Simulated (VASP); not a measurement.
Data:

```xyz
5
Lattice="1.9976 -3.4599 0.0000 1.9976 3.4599 0.0000 0.0000 0.0000 6.1569" Properties=species:S:1:pos:R:3 pbc="T T T"
La     1.9976     1.1533     1.5061
La     1.9976    -1.1533     4.6508
O      3.9952     0.0000     0.0000
O      1.9976     1.1533     3.9806
O      1.9976    -1.1533     2.1762
```

Calculation: vdW-DF-cx, VASP's PBE PAW potentials (set 64) (plane waves; VASP). Run with 520 eV cut-off, 7×7×4 Γ-centred mesh, Gaussian smearing of 0.050 eV, potentials La O.

Task: The ions and cell shape at fixed volume are relaxed. Predict the relaxed structure.

Result: 
```xyz
5
Lattice="1.9812 -3.4315 0.0000 1.9812 3.4315 0.0000 0.0000 0.0000 6.2593" Properties=species:S:1:pos:R:3 pbc="T T T"
La     1.9812     1.1438     1.5583
La     1.9812    -1.1438     4.7010
O      1.9812    -3.4315     0.0000
O      1.9812     1.1438     4.0334
O      1.9812    -1.1438     2.2258
```
Space group P-3m1 (164), at a tolerance of 0.03 Å.

Task: How much energy does the relaxation gain?

Result: The energy (σ→0) changes by -3.7 meV/atom, in 9 ionic steps.

The compound is La2O3 in the a-type structure. This cell is one point of a volume scan, at 1.06 of the reference volume. Symmetry was kept, so distortions that lower it aren't found.
